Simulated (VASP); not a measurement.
# CuSi11C12 (a cell with a defect) in VASP: a series of runs

One crystal, CuSi11C12 (a cell with a defect), is run at these levels: PBEsol+U, PBEsol; tasks: single point.

All numbers are computed with VASP 6.6.1; they aren't measurements. Logs are shortened: lines on timing, memory, paths and dates and some standing lists are left out, and cuts for length are marked.

## 1. The structure

The cell holds a defect, 24 atoms: a = 9.245 Å, b = 6.163 Å, c = 6.163 Å, α = 60.00°, β = 60.00°, γ = 60.00°.

## 2. Single point, PBEsol+U

INCAR reads:

```
SYSTEM = CuSi11C12
ALGO = Normal
EDIFF = 1E-5
ENCUT = 450
GGA = PS
ISIF = 2
ISMEAR = 0
KPAR = 4
LASPH = .TRUE.
LCHARG = .FALSE.
LDAU = .TRUE.
LDAUJ = 0 0 0
LDAUL = 2 -1 -1
LDAUPRINT = 1
LDAUTYPE = 2
LDAUU = 5 0 0
LMAXMIX = 4
LORBIT = 11
LREAL = Auto
LWAVE = .FALSE.
NELM = 120
PREC = Accurate
SIGMA = 0.03
```

KPOINTS reads:

```
k-points
0
G
  2 3 3
  0 0 0
```

POSCAR reads:

```
CuSi11C12
1.0
    0.0000000000      6.5370000000      6.5370000000
    4.3580000000      0.0000000000      4.3580000000
    4.3580000000      4.3580000000      0.0000000000
Cu Si C
1 11 12
Direct
    0.0000000000      0.0000000000      0.0000000000
    0.0000000000      0.0000000000      0.5000000000
    0.0000000000      0.5000000000      0.0000000000
    0.0000000000      0.5000000000      0.5000000000
    0.3333330000      0.0000000000      0.0000000000
    0.3333330000      0.0000000000      0.5000000000
    0.3333330000      0.5000000000      0.0000000000
    0.3333330000      0.5000000000      0.5000000000
    0.6666670000      0.0000000000      0.0000000000
    0.6666670000      0.0000000000      0.5000000000
    0.6666670000      0.5000000000      0.0000000000
    0.6666670000      0.5000000000      0.5000000000
    0.0833333333      0.1250000000      0.1250000000
    0.0833333333      0.1250000000      0.6250000000
    0.0833333333      0.6250000000      0.1250000000
    0.0833333333      0.6250000000      0.6250000000
    0.4166663333      0.1250000000      0.1250000000
    0.4166663333      0.1250000000      0.6250000000
    0.4166663333      0.6250000000      0.1250000000
    0.4166663333      0.6250000000      0.6250000000
    0.7500003333      0.1250000000      0.1250000000
    0.7500003333      0.1250000000      0.6250000000
    0.7500003333      0.6250000000      0.1250000000
    0.7500003333      0.6250000000      0.6250000000
```

Potentials or basis: VASP PAW PBE potentials, release 64 (Cu, Si, C).

Run with:

```
> cat potpaw_PBE.64/Cu/POTCAR potpaw_PBE.64/Si/POTCAR potpaw_PBE.64/C/POTCAR > POTCAR
> mpirun -np 4 vasp_std > vasp.out
```

OUTCAR:

```text
SYSTEM = CuSi11C12
   EDIFF = 1E-5
   ENCUT = 450
   GGA = PS
   ISIF = 2
   ISMEAR = 0
   LASPH = .TRUE.
   LORBIT = 11
   LREAL = Auto
   NELM = 120
   PREC = Accurate

 ion  position               nearest neighbor table
   1  0.000  0.000  0.000-  21 1.89  13 1.89  15 1.89  14 1.89
   2  0.000  0.000  0.500-  22 1.89  14 1.89  16 1.89  13 1.89   6 3.08  10 3.08   9 3.08  12 3.08
                             5 3.08   8 3.08   4 3.08   3 3.08   4 3.08   3 3.08
   3  0.000  0.500  0.000-  23 1.89  15 1.89  16 1.89  13 1.89   7 3.08  11 3.08   9 3.08  12 3.08
                             8 3.08   5 3.08   4 3.08   4 3.08   2 3.08   2 3.08
   4  0.000  0.500  0.500-  24 1.89  16 1.89  14 1.89  15 1.89   8 3.08  12 3.08  11 3.08  10 3.08
                             7 3.08   6 3.08   3 3.08   2 3.08   2 3.08   3 3.08
   5  0.333  0.000  0.000-  13 1.89  17 1.89  18 1.89  19 1.89   2 3.08   3 3.08   6 3.08   7 3.08
                             6 3.08   8 3.08   7 3.08   8 3.08  10 3.08  11 3.08   9 3.08
   6  0.333  0.000  0.500-  14 1.89  18 1.89  17 1.89  20 1.89   2 3.08   4 3.08   5 3.08   8 3.08
                             5 3.08   7 3.08   7 3.08   8 3.08   9 3.08  12 3.08  10 3.08
   7  0.333  0.500  0.000-  15 1.89  19 1.89  17 1.89  20 1.89   3 3.08   4 3.08   5 3.08   8 3.08
                             6 3.08   8 3.08   5 3.08   6 3.08  12 3.08   9 3.08  11 3.08
   8  0.333  0.500  0.500-  16 1.89  20 1.89  19 1.89  18 1.89   4 3.08   3 3.08   2 3.08   6 3.08
                             7 3.08   5 3.08   7 3.08   5 3.08   6 3.08  11 3.08  10 3.08  12 3.08
   9  0.667  0.000  0.000-  21 1.89  22 1.89  23 1.89  17 1.89   2 3.08   3 3.08  10 3.08  10 3.08
                            12 3.08  11 3.08  11 3.08  12 3.08   6 3.08   7 3.08   5 3.08
  10  0.667  0.000  0.500-  22 1.89  21 1.89  24 1.89  18 1.89   2 3.08   4 3.08  12 3.08   9 3.08
                            11 3.08   9 3.08  11 3.08  12 3.08   8 3.08   5 3.08   6 3.08
  11  0.667  0.500  0.000-  23 1.89  21 1.89  24 1.89  19 1.89   3 3.08   4 3.08  12 3.08   9 3.08
                            10 3.08  12 3.08   9 3.08  10 3.08   8 3.08   5 3.08   7 3.08
  12  0.667  0.500  0.500-  24 1.89  23 1.89  22 1.89  20 1.89   4 3.08   3 3.08   2 3.08  10 3.08
                             9 3.08  11 3.08  11 3.08   9 3.08  10 3.08   6 3.08   7 3.08   8 3.08
  13  0.083  0.125  0.125-   5 1.89   1 1.89   3 1.89   2 1.89
  14  0.083  0.125  0.625-   6 1.89   2 1.89   4 1.89   1 1.89
  15  0.083  0.625  0.125-   7 1.89   3 1.89   4 1.89   1 1.89
  16  0.083  0.625  0.625-   8 1.89   4 1.89   2 1.89   3 1.89
  17  0.417  0.125  0.125-   5 1.89   6 1.89   7 1.89   9 1.89
  18  0.417  0.125  0.625-   6 1.89   5 1.89   8 1.89  10 1.89
  19  0.417  0.625  0.125-   7 1.89   5 1.89   8 1.89  11 1.89
  20  0.417  0.625  0.625-   8 1.89   7 1.89   6 1.89  12 1.89
  21  0.750  0.125  0.125-   1 1.89   9 1.89  10 1.89  11 1.89
  22  0.750  0.125  0.625-   2 1.89  10 1.89   9 1.89  12 1.89
  23  0.750  0.625  0.125-   3 1.89  11 1.89   9 1.89  12 1.89
  24  0.750  0.625  0.625-   4 1.89  12 1.89  11 1.89  10 1.89

  LATTYP: Found a face centered orthorhombic cell.
 ALAT       =     6.1631427048
 B/A-ratio  =     1.7320508076
 C/A-ratio  =     2.4494897428

  Lattice vectors:

 A1 = (   0.0000000000,   6.5370000000,   6.5370000000)
 A2 = (  -4.3580000000,   2.1790000000,   6.5370000000)
 A3 = (   4.3580000000,   0.0000000000,   4.3580000000)

Analysis of symmetry for initial positions (statically):
=====================================================================
 Subroutine PRICEL returns:
 Original cell was already a primitive cell.

 Routine SETGRP: Setting up the symmetry group for a
 face centered orthorhombic supercell.

 Subroutine GETGRP returns: Found  2 space group operations
 (whereof  2 operations were pure point group operations)
 out of a pool of  8 trial point group operations.

The static configuration has the point symmetry C_1h.

Analysis of symmetry for dynamics (positions and initial velocities):
[... 29 lines left out ...]
  o =  0.9656  v = -0.0075  0.0000  0.8660  0.0075  0.5000  0.0000  0.0000  0.0000  0.0000  0.0000      0.0000  0.0000  0.0000  0.0000  0.0000  0.0000  0.0000  0.0000  0.0000  0.0000
  o =  0.9656  v =  0.0000  0.0000  0.0000  0.0000  0.0000 -0.0075  0.0000  0.8660  0.0075  0.5000      0.0000  0.0000  0.0000  0.0000  0.0000  0.0000  0.0000  0.0000  0.0000  0.0000
  o =  0.9661  v =  0.0000  0.0000  0.0000  0.0000  0.0000  0.0033  0.0138 -0.4999  0.0033  0.8659      0.0000  0.0000  0.0000  0.0000  0.0000  0.0000  0.0000  0.0000  0.0000  0.0000
  o =  0.9661  v =  0.0033  0.0138 -0.4999  0.0033  0.8659  0.0000  0.0000  0.0000  0.0000  0.0000      0.0000  0.0000  0.0000  0.0000  0.0000  0.0000  0.0000  0.0000  0.0000  0.0000

 number of electron     103.0000001 magnetization

 Free energy of the ion-electron system (eV)
  ---------------------------------------------------
  ext. energy  EPLUGINS =         0.00000000
  ---------------------------------------------------
  free energy    TOTEN  =      -182.59150251 eV

  energy without entropy =     -182.58774573  energy(sigma->0) =     -182.58962412

 E-fermi :   8.3157     XC(G=0): -11.5592

 val. band max:        8.3146271843   @ k =   0.5000   0.3333   0.3333
 cond. band min:       8.3168274072   @ k =   0.0000   0.3333   0.3333
 fundamental gap:      0.0022002229
 Fermi energy:         8.3157265482

 k-point     1 :       0.0000    0.0000    0.0000
  band No.  band energies     occupation
      1      -7.5023      2.00000
      2      -5.4876      2.00000
      3      -5.3604      2.00000
      4      -4.0169      2.00000
      5      -4.0141      2.00000
      6      -3.8876      2.00000
[... 517 lines left out ...]
     62      13.4965      0.00000
     63      13.6148      0.00000
 [bands above 63 left out]

------------------------ aborting loop because EDIFF is reached ----------------------------------------

  FORCE on cell =-STRESS in cart. coord.  units (eV):
  Direction    XX          YY          ZZ          XY          YZ          ZX
  --------------------------------------------------------------------------------------
  -------------------------------------------------------------------------------------
  Total        2.2534777      1.7353615      1.7353615     -0.6066378     -0.0693152     -0.6066378
  in kB       14.5405527     11.1974107     11.1974107     -3.9143273     -0.4472560     -3.9143269
  external PRESSURE =      12.3117913 kB  Pullay stress =       0.0000000 kB

 VOLUME and BASIS-vectors are now :
 -----------------------------------------------------------------------------
  energy-cutoff  :      450.00
  volume of cell :      248.30
      direct lattice vectors                 reciprocal lattice vectors
     0.000000000  6.537000000  6.537000000    -0.076487685  0.076487685  0.076487685
     4.358000000  0.000000000  4.358000000     0.114731528 -0.114731528  0.114731528
     4.358000000  4.358000000  0.000000000     0.114731528  0.114731528 -0.114731528

 POSITION                                       TOTAL-FORCE (eV/Angst)
 -----------------------------------------------------------------------------------
      0.00000      0.00000      0.00000        -0.041053      0.077867      0.077867
      2.17900      2.17900      0.00000         0.085651      0.089363     -0.428896
      2.17900      0.00000      2.17900         0.085651     -0.428896      0.089363
      4.35800      2.17900      2.17900         0.341392     -0.020926     -0.020926
      0.00000      2.17900      2.17900        -0.263911     -0.186594     -0.186594
      2.17900      4.35800      2.17900         0.220950      0.173038     -0.273571
[... 16 lines left out ...]
      3.26850      5.44750      7.62650         0.065414     -0.046295     -0.086545
      5.44750      7.62650      7.62650         0.087836     -0.084705     -0.084705
 -----------------------------------------------------------------------------------
    total drift:                               -0.004091      0.000320      0.000321

  FREE ENERGIE OF THE ION-ELECTRON SYSTEM (eV)
  ---------------------------------------------------
  free  energy   TOTEN  =      -182.5915025072 eV

  energy  without entropy=     -182.5877457343  energy(sigma->0) =     -182.58962412

 total charge

# of ion       s       p       d       tot
------------------------------------------
    1        0.568   0.649   9.258  10.474
    2        0.713   0.969   0.000   1.682
    3        0.713   0.969   0.000   1.682
    4        0.713   0.968   0.000   1.681
    5        0.713   0.970   0.000   1.683
    6        0.711   0.972   0.000   1.682
[... 16 lines left out ...]
   23        0.836   1.697   0.000   2.533
   24        0.835   1.698   0.000   2.533
--------------------------------------------------
tot         18.544  31.288   9.258  59.089
```

Wall time 2.8 min (4 MPI ranks of Intel Xeon Platinum 8375C at 2.90GHz (Ice Lake), shared host); peak memory 0.4 GiB.

What came out:

| Quantity | Value |
| --- | --- |
| Free energy | -182.5915 eV |
| Largest force | 1.978 eV/Å |
| Band gap on the k mesh | none (metal or under the smearing width) |
| Valence electrons inside the program's atomic spheres | Cu 10.47; Si 1.68; C 2.46, 2.53, 2.47 |

Forces on the atoms (eV/Å):
```
Cu  -0.041  0.078  0.078
Si   0.086  0.089 -0.429
Si   0.086 -0.429  0.089
Si   0.341 -0.021 -0.021
Si  -0.264 -0.187 -0.187
Si   0.221  0.173 -0.274
Si   0.221 -0.274  0.173
Si   0.099 -0.052 -0.052
Si  -0.343  0.502  0.502
Si  -0.372  0.222  0.345
Si  -0.372  0.345  0.222
Si  -0.053  0.056  0.056
C    0.877  0.893  0.893
C   -0.962 -1.000  1.022
C   -0.962  1.022 -1.000
C   -0.086  0.068  0.068
C    0.054  0.015  0.015
C    0.098 -0.116 -0.019
C    0.098 -0.019 -0.116
C   -0.058  0.008  0.008
C    1.114 -1.156 -1.156
C    0.065 -0.087 -0.046
C    0.065 -0.046 -0.087
C    0.088 -0.085 -0.085
```

Levels at points of the mesh, in eV from the Fermi level:
```csv
k point,band 49,band 50,band 51,band 52,band 53,band 54
"(0.00, 0.00, 0.00)",-0.79,-0.78,0.20,0.58,0.64,1.24
"(0.50, 0.00, 0.00)",-0.81,-0.80,-0.54,0.51,0.54,1.17
```

Eigenvalues of the final occupation matrices:
| site | spin | trace | eigenvalues |
| --- | --- | --- | --- |
| site 1 d | 1 | 4.64 | 0.90 0.90 0.91 0.97 0.97 |
| site 1 d | 2 | 4.64 | 0.90 0.90 0.91 0.97 0.97 |

Caveat: the k mesh is coarse (spacing up to 0.42 Å⁻¹), so the values aren't converged; the cutoff is under 1.25 times the usual one of these potentials, so pressure, stress and relaxed cells hold a basis-set (Pulay) error; the PAW data sets were made with another functional, which shifts forces and pressure a little; U without spin polarisation on a metal has little footing; the U is typed as a test and isn't derived for this compound.

(Part 1 of 2 ends here.)
